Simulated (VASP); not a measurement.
```
SrO
1.0
    0.00000     2.54925     2.54925
    2.54925     0.00000     2.54925
    2.54925     2.54925     0.00000
Sr O
1 1
Direct
  0.00000   0.00000   0.00000
  0.50000   0.50000   0.50000
```

Calculation: AM05 GGA, VASP's PBE PAW potentials (set 64) (plane waves; VASP). Run with 520 eV cut-off, 9×9×9 Γ-centred mesh, Gaussian smearing of 0.050 eV, potentials Sr_sv O.

Task: Give the stress tensor in GPa (positive for a compressed cell).

Result: 
```
2.93  0.00  0.00
0.00  2.93  0.00
0.00  0.00  2.93
```
The pressure is its mean diagonal, 2.93 GPa.

The compound is SrO in the rock salt structure. This cell is one point of a volume scan, at 0.97 of the reference volume.
